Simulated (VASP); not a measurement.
OSZICAR of a VASP run on CoAl (CsCl type):

### OSZICAR
```
       N       E                     dE             d eps       ncg     rms          rms(c)
DAV:   1     0.349750204324E+02    0.34975E+02   -0.54535E+03  2448   0.129E+03
DAV:   2    -0.140523705000E+02   -0.49027E+02   -0.46106E+02  2420   0.193E+02
DAV:   3    -0.153521583847E+02   -0.12998E+01   -0.12900E+01  2814   0.415E+01
DAV:   4    -0.153735448814E+02   -0.21386E-01   -0.21402E-01  2818   0.478E+00
DAV:   5    -0.153742220915E+02   -0.67721E-03   -0.67710E-03  2864   0.874E-01    0.128E+01
DAV:   6    -0.176341088243E+02   -0.22599E+01   -0.65749E+01  2726   0.126E+02    0.164E+01
DAV:   7    -0.137444891826E+02    0.38896E+01   -0.29093E+01  2650   0.803E+01    0.197E+00
DAV:   8    -0.137267327921E+02    0.17756E-01   -0.21680E-01  2512   0.413E+00    0.121E+00
DAV:   9    -0.137103016314E+02    0.16431E-01   -0.46723E-02  2916   0.300E+00    0.318E-01
DAV:  10    -0.137097818817E+02    0.51975E-03   -0.10128E-03  3050   0.464E-01    0.150E-01
DAV:  11    -0.137097636402E+02    0.18242E-04   -0.23045E-05  2898   0.497E-02    0.149E-02
DAV:  12    -0.137097578187E+02    0.58215E-05   -0.72330E-06  2774   0.379E-02    0.586E-03
DAV:  13    -0.137097571628E+02    0.65587E-06   -0.42314E-07  2300   0.622E-03    0.150E-03
DAV:  14    -0.137097568160E+02    0.34684E-06   -0.86592E-08  1254   0.310E-03    0.703E-04
DAV:  15    -0.137097569769E+02   -0.16092E-06   -0.21425E-08  1220   0.199E-03    0.583E-05
DAV:  16    -0.137097569831E+02   -0.62329E-08   -0.19871E-09  1208   0.556E-04
   1 F= -.13709757E+02 E0= -.13709757E+02  d E =0.000000E+00
```

Which electronic solver shows in the log?

It is blocked Davidson (ALGO = Normal, or the opening steps of other solvers). The INCAR had ALGO = Normal.

How was spin treated?

Without spin polarisation: there is no mag entry.

Can the final energy be trusted as converged?

The run converged. It stopped with EDIFF = 1E-7, NELM = 100 (LDA (Ceperley-Alder, Perdew-Zunger), plane waves, VASP's LDA PAW potentials (set 64)).

The compound is CoAl in the CsCl type structure. It was relaxed first, which changed the volume by -7 %. The run is not spin-polarised, so no magnetic state was tried.
